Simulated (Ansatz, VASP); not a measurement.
**TaN in two plane-wave programs**

Wanted: the spread between two codes on one cell, functional and k mesh. The cell is taken from a series of runs on this material, whose earlier steps may have relaxed, scaled, displaced or heated it; both programs get it as it stands.

Program: Ansatz 0.2.0. Level of theory: plane waves, with VASP 6.6.1 beside it; zone-centre phonons at PBEsol. Results are calculated unless marked as measured.

## 1. Set-up

Symmetry: Immm, No. 71, orthorhombic system. The conventional cell has a = 3.031 Å, b = 3.186 Å, c = 4.362 Å, α = 90.00°, β = 90.00°, γ = 90.00°. N has 6 Ta at 2.18 to 2.20 Å nearest. Nearest to Ta lie 6 N at 2.18 to 2.20 Å. Farther neighbours and most contacts between anions are not listed.

## 2. Ansatz: zone-centre phonons, PBEsol

Ansatz runs on its PAW soft_1 files.

Second derivatives magnify differences that forces hide, and they need a tight electronic threshold.

input.yaml reads:

```yaml
crystal:
  lattice:
    - [0.0550367786, 2.1979787577, 2.181121037]
    - [2.1979787577, 0.0550367786, 2.181121037]
    - [2.2530155362, 2.2530155362, -1.0e-10]
  atoms:
    - { symbol: "N", position: [0.0, 0.0, 0.0] }
    - { symbol: Ta, position: [0.5, 0.5, 0.5] }
kpoints:
  mp_grid: { grid: [16, 16, 16] }
hamiltonian:
  xc: pbesol
  pseudopotentials: { kind: paw, azcp: { folder: soft_1 }, xc_functional: pbe }
scf:
  occupations: { method: methfessel_paxton, width: 0.2 }
output:
  eigenvalues: true
phonons:
  method: dfpt
```

Run with:

```console
> ansatz run input.yaml --threads 4 --pin off --max-ram 10240MiB --backend cpu --events-out ev --progress --plain --runs-dir out
```

Numbers of over 12 decimals in the logs are rounded to 6 here.

Log:

```text
zone centre: on kpoints.mp_grid the ground state, and the responses unless they are solved on pairs of k-points, stand on 1098 of the mesh's 4096 k-points, reduced under 4 symmetry operations, with k and −k counted as one. Each operation leaves every solved displacement unchanged or reverses it
Engine: ansatz 0.2.0, aarch64-unknown-linux-gnu
Pseudopotentials: kind: paw
Pseudopotential: N, paw, valence charge 5, recommended cutoff 420 eV (normal), soft_1/N.paw.azcp
Pseudopotential: Ta, paw, valence charge 13, recommended cutoff 420 eV (normal), soft_1/Ta.paw.azcp
Functional definition: PBEsol
  exchange = pbesol_x
  correlation = pbesol_c
Crystal: 2 atoms, lattice volume = 21.061 Å³
Basis set: ecut = 420 eV, 415 PW (Γ), exchange–correlation on 48×48×48 points (8 copies of the dense FFT grid, shifted against one another)
Bands: 13, of which v1, the nominal top of the filled ones, is band 9 counted from 1 (8 counted from 0)
Symmetry: 8 space group operations
k-points: 1098 of 4096 (irreducible under 4 space group operations)
Non-local potential: N, projectors of the file, l = 0: 2, l = 1: 2, l = 2: 1
Non-local potential: Ta, projectors of the file, l = 0: 3, l = 1: 2, l = 2: 2, l = 3: 1
PAW form: soft (Blöchl's): semilocal exchange-correlation on the pseudo side does not see the compensation charge
PAW frozen core: N, regenerated for the run's functional, and the local potential with it (the file was generated under x = pbe(κ = 0.804, μ = 0.219515), c = pbe(β = 0.066725))
PAW frozen core: Ta, regenerated for the run's functional, and the local potential with it (the file was generated under x = pbe(κ = 0.804, μ = 0.219515), c = pbe(β = 0.066725))
PAW one-centre angular grid: N, 110 points (default); XC on 64 Gauss nodes
PAW one-centre angular grid: Ta, 590 points (default); XC on 64 Gauss nodes
Initial density: superposition of atomic densities (chi_scale 0.1, normalization cell, long waves kept (reshape's long-wave potential 0.00 eV rms))
Initial wavefunctions: pseudopotential atomic-orbital guess
Functional: x = pbesol(κ = 0.804, μ = 0.123457), c = pbesol(β = 0.046)
SCF iter   1: F=—  HF=-10188.055873 eV  |F-HF|=—  |Δ(HF+E_count)|=         —  Δρ=4.78e-2  dr2=4.67e-1  ethr=3.10e-3  ⟨swp⟩=5.0  Hψ=152542  notcnv=0
automatic band count: the SCF goes on with 17 bands, as 13 were too few: the levels above may hold too much charge
preconditioner: auto → none  [metal: Δε(μ)=0.017 eV  Ē_g=15.907 eV  σ=0.200 eV  W_gap=0.07  n_scr=8 (ndim 8)  ℏωp=25.6 eV  f_vac=0.000  D(μ)=0.85/eV (n_scr^D=8)  sad-step TF]
SCF iter   2: F=—  HF=-10188.029675 eV  |F-HF|=—  |Δ(HF+E_count)|=   2.62e-2  S|Δr|=    0.00e0  Δρ=3.40e-2  dr2=2.73e-1  ethr=2.59e-3  ⟨swp⟩=1.0  Hψ=27450  notcnv=0  defer=1
SCF iter   3: F=—  HF=-10187.968599 eV  |F-HF|=—  |Δ(HF+E_count)|=   6.11e-2  S|Δr|=    0.00e0  Δρ=3.01e-3  dr2=4.25e-4  ethr=1.52e-3  ⟨swp⟩=2.5  Hψ=24755  notcnv=0  defer=1
SCF iter   4: F=—  HF=-10187.968878 eV  |F-HF|=—  |Δ(HF+E_count)|=   2.79e-4  S|Δr|=    0.00e0  Δρ=5.77e-4  dr2=8.00e-5  ethr=2.36e-6  ⟨swp⟩=2.6  Hψ=32967  notcnv=0  defer=1185
SCF iter   5: F=—  HF=-10187.968864 eV  |F-HF|=—  |Δ(HF+E_count)|=   1.41e-5  S|Δr|=    0.00e0  Δρ=5.81e-5  dr2=6.11e-7  ethr=4.45e-7  ⟨swp⟩=2.1  Hψ=19901  notcnv=0  defer=1185
SCF iter   6: F=—  HF=-10187.968863 eV  |F-HF|=—  |Δ(HF+E_count)|=   5.23e-7  S|Δr|=    0.00e0  Δρ=1.20e-5  dr2=7.93e-9  ethr=3.40e-9  ⟨swp⟩=2.4  Hψ=24792  notcnv=0  defer=1344
SCF iter   7: F=—  HF=-10187.968863 eV  |F-HF|=—  |Δ(HF+E_count)|=   2.68e-9  S|Δr|=    0.00e0  Δρ=1.06e-6  dr2=6.51e-11  ethr=4.41e-11  ⟨swp⟩=2.2  Hψ=25710  notcnv=0  defer=1344
SCF iter   8: F=-10187.968863 eV  HF=-10187.968863 eV  |F-HF|=7.28e-12  |Δ(HF+E_count)|=  3.27e-11  S|Δr|=    0.00e0  Δρ=5.25e-8  dr2=5.35e-13  ethr=1.00e-12  ⟨swp⟩=9.2  Hψ=83545  notcnv=0
SCF 1 converged in 8 iterations: F = -10187.968863 eV  dr2 = 5.35e-13
  greatest PAW one-centre occupation: 0.999 electrons in one spin orbital (limit 2), on the Ta atom at site 1 (counted from 0), in its partial waves of l = 0
DFPT response loops at Γ: preconditioner auto → Kerker (q_TF=auto, 2.658 Å⁻¹) (partly filled bands, converged f_vac=0.000); β = 1.00, the filter's whole step (`scf.mixing.beta` (0.50) is not read by the response loops under this deck's `scf.mixing.preconditioner`; to damp them name `kerker` or `kerker_dos`, under which they read `scf.mixing.beta`, and type it under 1.00, their step now; both keys bind the ground state too); Broyden in place of MSR1
SCF converged after 8 iterations
Stability not checked: this state was not tested for a lower state beside it, because cold or Methfessel-Paxton smearing, or corrected tetrahedra, fill the levels in a way that the test cannot read (fill_not_monotonic; see scf.lower_state_search)
Free energy (F): -10187.968863 eV
Harris-Foulkes:  -10187.968863 eV  (|F-HF|=7.28e-12)
Internal energy: -10187.967646 eV  (E = F + TS)
E sigma→0 (E₀):  -10187.968559 eV
Entropy (-TS):   -0.001217 eV (-0.609 meV/atom)
Fermi energy:    21.616037 eV
--- Per-component energies (eV) ---
  E_band       = -44.980693
  E_kinetic    = 525.191130
  E_local      = -563.996495  (includes V_loc(G=0)·N_el)
  E_nonlocal   = 26.459091
  E_hartree    = 201.570465
  E_xc         = -379.224539
  E_vxc        = -310.514673  (∫ρ·V_xc dr)
  E_paw        = -8304.674437  (= ΣΔE_a)
  E_vpaw       = -125.261581  (= ΣTr[D̂ρ^β])
  E_aug_tail   = 0.000902  (compensation charges beyond the density's cutoff)
  E_ewald      = -1693.535575
  E_core_change = 0.241812  (= ΣΔE_core)
  E_smearing   = -0.001217  (= −TS)
  E_closure    = 0.000000  (closes the sum)
  Σ components = -10187.968863   (vs F -10187.968863, Δ=0.00e0)
--- Band table (eV; the first three rows and the last of 1098) ---
  k-point 0: bands = [... 5 lower, 17.6646, 17.8211, 17.9543, 19.0726, 19.4773, 19.8762, 21.6664, 21.7599, ... 4 higher]
  k-point 1: bands = [... 5 lower, 17.1465, 17.4228, 17.6296, 19.3481, 19.7029, 20.0280, 22.0465, 22.1354, ... 4 higher]
  k-point 2: bands = [... 5 lower, 16.0994, 16.6954, 16.9527, 19.7811, 20.0925, 20.3872, 22.9744, 23.0666, ... 4 higher]
  k-point 1097: bands = [... 5 lower, 15.0469, 16.0722, 16.7730, 17.2020, 23.8152, 25.2838, 25.2840, 26.3267, ... 4 higher]
--- Phonons (Γ-DFPT): 4 representative perturbations + reference, on 1098 of 4096 k-points (Σ response iterations 12) ---
  k mesh reduced under 4 symmetry operations, with k and −k counted as one. Each operation leaves every solved displacement unchanged or reverses it
  ASR residual: 4.697e-5 → 0.000e0 eV/Å²; symmetrization residual: 9.733e-7 eV/Å²
  ASR residual per site (eV/Å²): 4.70e-5 8.00e-6
  Γ frequencies (cm⁻¹): 0.00 0.00 0.00 386.48 411.91 415.66
  non-analytic LO–TO correction: not included (Born effective charges unavailable; polar crystals: no LO–TO splitting at Γ)
```

In the SCF lines HF is the Harris–Foulkes energy and dr2 the Hartree energy of the density residual, in eV; the loop may stop once dr2 is under the threshold and the program's other checks hold. Hψ counts applications of the Hamiltonian.

[end of part 1 of 2]

[Lines on the potential files, build, host, timing and source positions are cut from VASP's logs without a mark.]

[Logs are printed without paths, hosts, clocks, repeated set-up lines and the standing remarks that a program may print on its own settings, such as how far it seeks lower states.]

[Hosts, paths, dates, database ids (printed as entryN), source tags and the programs' standing remarks are cut or masked in the printed files.]
